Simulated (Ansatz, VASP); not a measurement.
# Ni (Ni(100)): VASP beside Ansatz, part 2 of 2

Wanted: the spread between two codes on one cell, functional and k mesh. Of the first pair: The structure shown is the start of the Ansatz relaxation below; VASP solves that cell, so the two are compared at the walk's first step.

VASP 6.6.1 and Ansatz 0.2.0.

So far: Starting point; Ansatz: relaxation, PBE.

**3. VASP: single point, PBE, start cell, pair 1**

Level of this step: PBE, spin-polarised from a ferromagnetic start; plane waves and PAW (Ni) (VASP).

The same cell, functional, mesh and smearing now go to VASP, with its own data sets.

Lines of VASP's logs that name or quote its potential files are left out, and so is its time.

INCAR

```
SYSTEM = Ni
PREC = Accurate
ENCUT = 520
EDIFF = 1E-06
NELM = 200
ISMEAR = -1
SIGMA = 0.1
LREAL = .FALSE.
ALGO = Normal
GGA = PE
NBANDS = 57
ISPIN = 2
MAGMOM = 0.77 0.69 0.68 0.66 0.66 0.68 0.69 0.76
LASPH = .TRUE.
LMAXMIX = 4
LORBIT = 11
LWAVE = .FALSE.
LCHARG = .FALSE.
ISIF = 2
LDIPOL = .TRUE.
IDIPOL = 3
DIPOL = 0.5 0.5 0.5
LVHAR = .TRUE.
GGA_COMPAT = .FALSE.
NELMDL = -8
KPAR = 2
```

POSCAR

```
Ni
1.0
    2.4890158698      0.0000000000      0.0000000000
    0.0000000000      2.4890158698      0.0000000000
    0.0000000000      0.0000000000     30.3200000000
Ni
8
Direct
    0.5000000262      0.5000000262      0.2968337731
    0.0000000262      0.0000000262      0.3548812665
    0.5000000262      0.5000000262      0.4129287599
    0.0000000262      0.0000000262      0.4709762533
    0.5000000262      0.5000000262      0.5290237467
    0.0000000262      0.0000000262      0.5870712401
    0.5000000262      0.5000000262      0.6451187335
    0.0000000262      0.0000000262      0.7031662269
```

KPOINTS

```
Automatic mesh
0
Gamma
13 13 1
0 0 0
```

Potentials, in the order of the species: Ni (PBE family, release 64).

On the command line:

```console
$ mpirun -np 2 vasp_std
```

Numbers of over 12 decimals in the logs are rounded to 6 here.

What it wrote:

```text
[banner, memory and clock lines left out]
running    2 mpi-ranks, on    1 nodes
 distrk:  each k-point on    1 cores,    2 groups
 distr:  one band on    1 cores,    1 groups

 POSCAR found type information on POSCAR Ni
 POSCAR found :  1 types and       8 ions
 LDA part: xc-table for (Slater+PW92), standard interpolation
 POSCAR, INCAR and KPOINTS ok, starting setup
 FFT: planning ... GRIDC
 FFT: planning ... GRID_SOFT
 FFT: planning ... GRID
 WAVECAR not read
 entering main loop
       N       E                     dE             d eps       ncg     rms          rms(c)
DAV:   1     0.610463372518E+03    0.61046E+03   -0.35627E+04  6384   0.165E+03
DAV:   2     0.571452083962E+01   -0.60475E+03   -0.56964E+03  6384   0.350E+02
DAV:   3    -0.488041684169E+02   -0.54519E+02   -0.50042E+02  6781   0.142E+02
DAV:   4    -0.500276571103E+02   -0.12235E+01   -0.12184E+01  7088   0.238E+01
DAV:   5    -0.500527743501E+02   -0.25117E-01   -0.25116E-01  9777   0.221E+00
DAV:   6    -0.500529840076E+02   -0.20966E-03   -0.20965E-03  9060   0.229E-01
DAV:   7    -0.500529901712E+02   -0.61636E-05   -0.61638E-05  9673   0.329E-02
DAV:   8    -0.500529903091E+02   -0.13785E-06   -0.13763E-06  5230   0.499E-03    0.270E+01
DAV:   9    -0.585227632077E+02   -0.84698E+01   -0.93901E+01  7247   0.149E+02    0.441E+01
DAV:  10    -0.620106819827E+02   -0.34879E+01   -0.10075E+02  7589   0.152E+02    0.411E+01
DAV:  11    -0.834304939988E+02   -0.21420E+02   -0.13160E+02  9342   0.126E+02    0.648E+01
DAV:  12    -0.536074924059E+02    0.29823E+02   -0.70300E+01  9817   0.875E+01    0.439E+01
DAV:  13    -0.465966080287E+02    0.70109E+01   -0.44909E+01  8079   0.533E+01    0.314E+01
DAV:  14    -0.475778342014E+02   -0.98123E+00   -0.38697E+01  7423   0.707E+01    0.386E+01
[...]
DAV:  69    -0.422625796790E+02   -0.85254E-05   -0.33517E-07  4324   0.418E-03    0.305E-03
DAV:  70    -0.422625877907E+02   -0.81116E-05   -0.14702E-07  4317   0.297E-03    0.173E-03
DAV:  71    -0.422625904159E+02   -0.26253E-05   -0.32242E-08  4233   0.176E-03    0.141E-03
DAV:  72    -0.422625936950E+02   -0.32790E-05   -0.24686E-08  4245   0.172E-03    0.500E-04
DAV:  73    -0.422625955587E+02   -0.18637E-05   -0.26117E-08  4194   0.112E-03    0.643E-04
DAV:  74    -0.422625978678E+02   -0.23091E-05   -0.17964E-08  4231   0.660E-04    0.788E-04
DAV:  75    -0.422625988808E+02   -0.10130E-05   -0.11269E-08  4222   0.855E-04    0.118E-03
DAV:  76    -0.422625991463E+02   -0.26548E-06   -0.53396E-09  4071   0.471E-04
   1 F= -.42262599E+02 E0= -.42037235E+02  d E =-.450728E+00  mag=     5.1964
```

From OUTCAR (step 3):

```text
ion  position               nearest neighbor table
   1  0.500  0.500  0.297-   2 2.49   2 2.49   2 2.49   2 2.49
   2  0.000  0.000  0.355-   3 2.49   3 2.49   3 2.49   3 2.49   1 2.49   1 2.49   1 2.49   1 2.49

  LATTYP: Found a simple tetragonal cell.
 ALAT       =     2.4890158698
 C/A-ratio  =    12.1815213667

 Subroutine GETGRP returns: Found 16 space group operations
 (whereof  8 operations were pure point group operations)

The static configuration has the point symmetry C_4v.
 The point group associated with its full space group is D_4h.

 Found     28 irreducible k-points:

   k-points           NKPTS =     28   k-points in BZ     NKDIM =     28   number of bands    NBANDS=     57

   dimension x,y,z NGX =    20 NGY =   20 NGZ =  240
   dimension x,y,z NGXF=    40 NGYF=   40 NGZF=  480

   ENCUT  =  520.0 eV  38.22 Ry    6.18 a.u.   4.63  4.63 56.38*2*pi/ulx,y,z

   NELECT =      80.0000    total number of electrons

 k-points in reciprocal lattice and weights: Automatic mesh
   0.00000000  0.00000000  0.00000000       0.006
   0.07692308  0.00000000  0.00000000       0.024
   0.15384615  0.00000000  0.00000000       0.024
   0.23076923  0.00000000  0.00000000       0.024
   0.30769231  0.00000000  0.00000000       0.024
   0.38461538  0.00000000  0.00000000       0.024
   0.46153846  0.00000000  0.00000000       0.024
   0.07692308  0.07692308  0.00000000       0.024
   0.15384615  0.07692308  0.00000000       0.047
[...]
0.46153846  0.38461538  0.00000000       0.047
   0.46153846  0.46153846  0.00000000       0.024

 dipolmoment           0.000000      0.000000      0.000019 electrons x Angstroem

 average (electrostatic) potential at core
       1 -89.2811       2 -89.6116       3 -89.6037       4 -89.5900       5 -89.5900
       6 -89.6037       7 -89.6117       8 -89.2811

 E-fermi :   1.7710

 spin component 1
 k-point     1 :       0.0000    0.0000    0.0000
  band No.  band energies     occupation
    ...
     43       1.1866      0.99711
     44       1.2210      0.99593
     45       1.2790      0.99275
     46       1.2790      0.99275
     47       1.7510      0.54981
     48       2.9455      0.00001
     49       3.8214      0.00000
     50       6.5336      0.00000
     51       6.6501      0.00000
     52       7.4501      0.00000
    ...

 k-point     2 :       0.0769    0.0000    0.0000
  band No.  band energies     occupation
    ...
     42       1.1527      0.99794
     43       1.1560      0.99787
     44       1.1742      0.99745
     45       1.2287      0.99560
     46       1.2817      0.99256
     47       2.1677      0.01858
     48       3.3142      0.00000
     49       4.2313      0.00000
     50       6.6838      0.00000
     51       6.7968      0.00000
    ...

 k-point     3 :       0.1538    0.0000    0.0000
  band No.  band energies     occupation
    ...
     42       1.0916      0.99888
     43       1.1907      0.99699
     44       1.2496      0.99459
     45       1.2504      0.99454
     46       1.7347      0.58989
     47       2.8943      0.00001
     48       4.1164      0.00000
     49       5.1597      0.00000
     50       7.1357      0.00000
     51       7.2341      0.00000
    ...

 k-point     4 :       0.2308    0.0000    0.0000
  band No.  band energies     occupation
    ...
     41       1.1289      0.99838
     42       1.1595      0.99780
     43       1.2236      0.99582
     44       1.2241      0.99580
     45       1.3080      0.99034
     46       2.3608      0.00274
     47       3.7172      0.00000
     48       5.0894      0.00000
     49       6.2987      0.00000
     50       7.8902      0.00000
    ...

 k-point     5 :       0.3077    0.0000    0.0000
  band No.  band energies     occupation
    ...
     41       1.0504      0.99926
     42       1.1433      0.99812
     43       1.1747      0.99743
     44       1.2114      0.99630
     45       1.7134      0.64004
     46       3.0090      0.00000
     47       4.5307      0.00000
     48       6.0136      0.00000
     49       7.3466      0.00000
     50       7.5827      0.00000
    ...

 k-point     6 :       0.3846    0.0000    0.0000
  band No.  band energies     occupation
    ...
     40       1.0907      0.99889
     41       1.1680      0.99760
     42       1.1837      0.99719
     43       1.3045      0.99067
     44       1.4018      0.97569
     45       2.1182      0.03013
     46       3.4706      0.00000
     47       4.6339      0.00000
     48       5.0754      0.00000
     49       6.7019      0.00000
    ...

  Total       -2.0680649     -2.0680649     -0.9452311      0.0000000      0.0000000      0.0000000
  in kB      -17.6396607    -17.6396607     -8.0623947      0.0000000      0.0000000      0.0000000
  external PRESSURE =     -14.4472387 kB  Pullay stress =       0.0000000 kB

  energy-cutoff  :      520.00
  volume of cell :      187.84
      direct lattice vectors                 reciprocal lattice vectors
     2.489015870  0.000000000  0.000000000     0.401765217  0.000000000  0.000000000
     0.000000000  2.489015870  0.000000000     0.000000000  0.401765217  0.000000000
     0.000000000  0.000000000 30.320000000     0.000000000  0.000000000  0.032981530

 POSITION                                       TOTAL-FORCE (eV/Angst)
 -----------------------------------------------------------------------------------
      1.24451      1.24451      9.00000         0.000000      0.000000      0.311493
      0.00000      0.00000     10.76000         0.000000     -0.000000     -0.351513
      1.24451      1.24451     12.52000         0.000000     -0.000000      0.034326
      0.00000      0.00000     14.28000         0.000000      0.000000      0.001498
      1.24451      1.24451     16.04000         0.000000      0.000000     -0.001510
      0.00000      0.00000     17.80000         0.000000     -0.000000     -0.034325
      1.24451      1.24451     19.56000         0.000000      0.000000      0.351522
      0.00000      0.00000     21.32000         0.000000      0.000000     -0.311492
 -----------------------------------------------------------------------------------
    total drift:                                0.000001      0.000001      0.000148

  FREE ENERGIE OF THE ION-ELECTRON SYSTEM (eV)
  ---------------------------------------------------
  free  energy   TOTEN  =       -42.2625991463 eV

  energy  without entropy=      -41.8118713696  energy(sigma->0) =      -42.03723526

 vacuum level on the upper side and lower side of the slab         6.657         6.657

 total charge
# of ion       s       p       d       tot
------------------------------------------
    1        0.470   0.335   8.315   9.121
    2        0.493   0.494   8.311   9.297
    3        0.497   0.496   8.313   9.306
    4        0.497   0.495   8.315   9.307
    5        0.497   0.495   8.315   9.307
    6        0.497   0.496   8.313   9.306
    7        0.493   0.494   8.311   9.297
    8        0.470   0.335   8.315   9.121
--------------------------------------------------
tot          3.913   3.641  66.508  74.062

 magnetization (x)
# of ion       s       p       d       tot
------------------------------------------
    1       -0.002  -0.017   0.755   0.736
    2       -0.007  -0.024   0.680   0.650
    3       -0.006  -0.024   0.671   0.641
    4       -0.006  -0.024   0.655   0.625
    5       -0.006  -0.024   0.655   0.625
    6       -0.006  -0.024   0.671   0.641
    7       -0.007  -0.024   0.680   0.650
    8       -0.002  -0.017   0.755   0.736
--------------------------------------------------
tot         -0.041  -0.177   5.523   5.304

[... 6 further parts left out ...]
```

**4. Differences**

Known differences besides the potentials themselves: VASP starts from the moments at which Ansatz ended; the data sets hold 144 valence electrons in Ansatz (on its default PAW (the set named soft_2) files) and 80 in VASP; the cutoff is 420 eV in Ansatz and 520 eV in VASP. Total energies have different zeros and are not compared.

Forces (eV/Å; atoms numbered as in POSCAR):

```tsv
atom	Ansatz x, y, z	VASP x, y, z
Ni1	0.000, 0.000, 0.319	0.000, 0.000, 0.311
Ni2	0.000, 0.000, -0.361	0.000, 0.000, -0.352
Ni3	0.000, 0.000, 0.034	0.000, 0.000, 0.034
Ni4	0.000, 0.000, 0.002	0.000, 0.000, 0.001
Ni5	0.000, 0.000, -0.002	0.000, 0.000, -0.002
Ni6	0.000, 0.000, -0.034	0.000, 0.000, -0.034
Ni7	0.000, 0.000, 0.361	0.000, 0.000, 0.352
Ni8	0.000, 0.000, -0.319	0.000, 0.000, -0.311
```

The forces differ by 3.4 meV/Å r.m.s., which is 2.5 % of the r.m.s. force of 0.136 eV/Å (both taken over all components). Moments aren't recorded for both runs of this pair, so they may hold unlike magnetic states. With vacuum in the cell, a pressure given here is an average over mostly empty space and none of the material.

**5. Ansatz: relaxation, PBE**

This run makes the geometry at which the two programs are then compared.

The structure compared here is the end of the Ansatz relaxation.

input.yaml

```yaml
crystal:
  lattice:
    - [2.4890158698, 0.0, 0.0]
    - [0.0, 2.4890158698, 0.0]
    - [0.0, 0.0, 30.32]
  atoms:
    - { symbol: Ni, position: [0.5, 0.5, 0.2968337731], spin: 0.7 }
    - { symbol: Ni, position: [0.0, 0.0, 0.3548812665], spin: 0.7 }
    - { symbol: Ni, position: [0.5, 0.5, 0.4129287599], spin: 0.7 }
    - { symbol: Ni, position: [0.0, 0.0, 0.4709762533], spin: 0.7 }
    - { symbol: Ni, position: [0.5, 0.5, 0.5290237467], spin: 0.7 }
    - { symbol: Ni, position: [0.0, 0.0, 0.5870712401], spin: 0.7 }
    - { symbol: Ni, position: [0.5, 0.5, 0.6451187335], spin: 0.7 }
    - { symbol: Ni, position: [0.0, 0.0, 0.7031662269], spin: 0.7 }
magnetization:
  spin_polarized: true
kpoints:
  mp_grid: { grid: [13, 13, 1] }
hamiltonian:
  xc: pbe
scf:
  occupations: { method: fermi_dirac, width: 0.1 }
efield:
  axis: 3
  dipole_correction: true
  ramp_width: 0.05
relax:
  f_tol: 0.02
  max_steps: 60
  constraints: [{ sites: [0, 1, 2, 3] }]
output:
  write_potential: true
  write_density: true
  volumetric_format: npy
```

On the command line:

```console
$ ansatz run input.yaml --threads 4 --pin off --max-ram 8192MiB --backend cpu --events-out ev --progress --plain --runs-dir out
```

What it wrote:

```text
[...]
Crystal: 8 atoms, lattice volume = 187.838 Å³
Basis set: ecut = 420 eV, 3637 PW (Γ), exchange–correlation on 36×36×432 points (8 copies of the dense FFT grid, shifted against one another)
Bands: 90, of which v1, the nominal top of the filled ones, is band 72 counted from 1 (71 counted from 0)
[...]
- { symbol: Ni, position: [0.0, 0.0, 0.354881] }
    - { symbol: Ni, position: [0.500000, 0.500000, 0.412929] }
    - { symbol: Ni, position: [0.0, 0.0, 0.470976] }
    - { symbol: Ni, position: [0.500000, 0.500000, 0.529051] }
    - { symbol: Ni, position: [0, 0.0, 0.587099] }
    - { symbol: Ni, position: [0.500000, 0.500000, 0.645648] }
    - { symbol: Ni, position: [0, 0.0, 0.701526] }
[key lines of the parts left out:]
SCF converged after 4 iterations
Magnetization: 5.2794 μB (74.6397 up, 69.3603 down)
Free energy (F): -46716.246810 eV
Fermi energy:    5.843416 eV
Dipole field:    D = -0.000063 V/Å  (p = -0.000066 e·Å, saw-weighted, corrected)
Work function:   Φ+ = 4.9026 eV   Φ− = 4.9007 eV
```

**6. VASP: single point, PBE, relaxed cell, pair 2**

The same cell, functional, mesh and smearing now go to VASP, with its own data sets.

INCAR is that of step 3.

POSCAR

```
Ni
1.0
    2.4890158698      0.0000000000      0.0000000000
    0.0000000000      2.4890158698      0.0000000000
    0.0000000000      0.0000000000     30.3200000000
Ni
8
Direct
    0.5000000000      0.5000000000      0.2968337731
    0.0000000000      0.0000000000      0.3548812665
    0.5000000000      0.5000000000      0.4129287599
    0.0000000000      0.0000000000      0.4709762533
    0.5000000000      0.5000000000      0.5290513340
    0.0000000000      0.0000000000      0.5870986049
    0.5000000000      0.5000000000      0.6456477515
    0.0000000000      0.0000000000      0.7015260889
```

KPOINTS is that of step 3.

On the command line:

```console
$ mpirun -np 2 vasp_std
```

What it wrote:

```text
[... set-up lines as in an earlier step ...]
 entering main loop
       N       E                     dE             d eps       ncg     rms          rms(c)
DAV:   1     0.610968451053E+03    0.61097E+03   -0.35640E+04  6384   0.165E+03
DAV:   2     0.579637912587E+01   -0.60517E+03   -0.56997E+03  6384   0.350E+02
DAV:   3    -0.487956633665E+02   -0.54592E+02   -0.50175E+02  6841   0.142E+02
DAV:   4    -0.500309143966E+02   -0.12353E+01   -0.12301E+01  7102   0.239E+01
[...]
DAV:  79    -0.421794113855E+02   -0.55052E-05   -0.67657E-08  4289   0.263E-03    0.376E-03
DAV:  80    -0.421794133125E+02   -0.19269E-05   -0.60062E-08  4213   0.209E-03    0.218E-03
DAV:  81    -0.421794138880E+02   -0.57555E-06   -0.25090E-08  4211   0.148E-03
   1 F= -.42179414E+02 E0= -.41923091E+02  d E =-.512646E+00  mag=     3.3499
```

OUTCAR, selected parts (step 6):

```text
  Total       -1.8396244     -1.8396244     -0.4589427      0.0000000      0.0000000      0.0000000
  in kB      -15.6911656    -15.6911656     -3.9145745      0.0000000      0.0000000      0.0000000
  external PRESSURE =     -11.7656352 kB  Pullay stress =       0.0000000 kB

 POSITION                                       TOTAL-FORCE (eV/Angst)
 -----------------------------------------------------------------------------------
      1.24451      1.24451      9.00000         0.000000     -0.000000      0.265993
      0.00000      0.00000     10.76000         0.000000     -0.000000     -0.295951
      1.24451      1.24451     12.52000        -0.000000     -0.000000      0.055218
      0.00000      0.00000     14.28000         0.000000      0.000000     -0.025104
      1.24451      1.24451     16.04084         0.000000     -0.000000     -0.000098
      0.00000      0.00000     17.80083        -0.000000     -0.000000      0.007414
      1.24451      1.24451     19.57604         0.000000      0.000000     -0.024434
      0.00000      0.00000     21.27027         0.000000     -0.000000      0.016962
 -----------------------------------------------------------------------------------
    total drift:                               -0.000000      0.000000      0.000352

  FREE ENERGIE OF THE ION-ELECTRON SYSTEM (eV)
  ---------------------------------------------------
  free  energy   TOTEN  =       -42.1794138880 eV

  energy  without entropy=      -41.6667682738  energy(sigma->0) =      -41.92309108

 magnetization (x)
# of ion       s       p       d       tot
------------------------------------------
    1       -0.002   0.002  -0.541  -0.541
    2       -0.001  -0.001   0.109   0.107
    3       -0.003  -0.015   0.590   0.572
    4       -0.005  -0.022   0.663   0.635
    5       -0.006  -0.024   0.655   0.626
    6       -0.006  -0.024   0.666   0.636
    7       -0.007  -0.024   0.678   0.647
    8       -0.002  -0.018   0.748   0.728
--------------------------------------------------
tot         -0.033  -0.125   3.569   3.411

[... 2 parts as in an earlier step ...]

[... 1 further part left out ...]
[key lines of the parts left out:]
E-fermi :   1.7426
```

**7. Differences**

What differs besides the data sets and the points named for the pairs above, as far as they apply: the data sets hold 144 valence electrons in Ansatz (on its default PAW (the set named soft_2) files) and 80 in VASP; site moments are counted in spheres of each program's own size. Total energies have different zeros and are not compared.

Compared:

```tsv
quantity	Ansatz	VASP	difference
total moment (μB)	5.28	3.35	+1.93
moment on Ni8 (μB)	0.77	0.73	+0.04
moment on Ni7 (μB)	0.69	0.65	+0.04
moment on Ni6 (μB)	0.68	0.64	+0.04
moment on Ni4 (μB)	0.66	0.64	+0.03
moment on Ni5 (μB)	0.66	0.63	+0.04
moment on Ni3 (μB)	0.68	0.57	+0.11
moment on Ni1 (μB)	0.77	-0.54	+1.31
moment on Ni2 (μB)	0.69	0.11	+0.58
work function, lower of the two faces (eV)	4.90	4.88	+0.02
work function, higher of the two faces (eV)	4.90	4.93	-0.03
```

Forces (eV/Å; atoms numbered as in POSCAR):

```tsv
atom	Ansatz x, y, z	VASP x, y, z
Ni1	0.000, 0.000, 0.319	0.000, 0.000, 0.266
Ni2	0.000, 0.000, -0.362	0.000, 0.000, -0.296
Ni3	0.000, 0.000, 0.035	0.000, 0.000, 0.055
Ni4	0.000, 0.000, 0.006	0.000, 0.000, -0.025
Ni5	0.000, 0.000, 0.003	0.000, 0.000, 0.000
Ni6	0.000, 0.000, 0.001	0.000, 0.000, 0.007
Ni7	0.000, 0.000, -0.016	0.000, 0.000, -0.024
Ni8	0.000, 0.000, 0.014	0.000, 0.000, 0.017
```

The forces differ by 19 meV/Å r.m.s., which is 23.0 % of the r.m.s. force of 0.082 eV/Å (both taken over all components). With vacuum in the cell, a pressure given here is an average over mostly empty space and none of the material. The two runs ended with unlike total or site moments, perhaps in different magnetic states; the other differences may follow from that, so they don't measure the programs' precision.

**8. What came out**

```yaml
r_m_s_force_difference_single_point_pbe_start_cell_pair_1: 3.4 meV/Å
difference_in_total_moment_single_point_pbe_relaxed_cell_pair_2: 1.9 μB
r_m_s_force_difference_single_point_pbe_relaxed_cell_pair_2: 19 meV/Å
```

The r.m.s. force difference is 19 meV/Å (single point, PBE, relaxed cell, pair 2), beyond the 12 meV/Å picked in this series as the mark of a large difference. The data sets hold unlike numbers of valence electrons (144 in Ansatz and 80 in VASP), so part of the differences comes from the potentials. The runs of the single point, PBE, relaxed cell, pair 2 pair ended with unlike moments, so it says little about numerical agreement. By the marks of this series, far apart in the single point, PBE, relaxed cell, pair 2 pair: the r.m.s. force difference, 19 meV/Å. What causes the difference of the single point, PBE, relaxed cell, pair 2 pair stays open here. How closely two codes agree says nothing of how well the functional describes the real material.

[Lines on the potential files, build, host, timing and source positions are cut from VASP's logs without a mark.]

[Logs are printed without paths, hosts, clocks, repeated set-up lines and the standing remarks that a program may print on its own settings, such as how far it seeks lower states.]

[Hosts, paths, dates, database ids (printed as entryN), source tags and the programs' standing remarks are cut or masked in the printed files.]
